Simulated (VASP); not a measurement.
OSZICAR of a VASP run on Pd:

File OSZICAR:
```
       N       E                     dE             d eps       ncg     rms           ort
SDA:   1    -0.147557997229E+01   -0.14756E+01    0.00000E+00     9   0.175E-07   0.000E+00
 trl   2    -0.147557997229E+01    0.17053E-11   -0.39789E-08     9   0.175E-07   0.175E-07
SDA:   3    -0.147557997228E+01    0.15120E-10   -0.39789E-08     9   0.162E-07   0.175E-07
   1 F= -.14760277E+01 E0= -.14760277E+01  d E =-.259954E-11  mag=     0.0000
```

Q: Which electronic solver shows in the log?

A: It is steepest descent (the opening step of the all-band solvers). The INCAR had ALGO = All.

Q: How was spin treated?

A: Collinear spin (ISPIN = 2): the summary line carries one mag value, 0.00 μB in the cell.

Q: Can the final energy be trusted as converged?

A: Self-consistency was reached. It stopped with EDIFF = 1E-6, NELM = 200 (PBE GGA with D3 dispersion (Becke-Johnson damping), plane waves, VASP's PBE PAW potentials (set 64)). The atom may not be in its lowest state.

The cell is a free atom in a box. The total moment is imposed (NUPDOWN), so this need not be the lowest spin state.
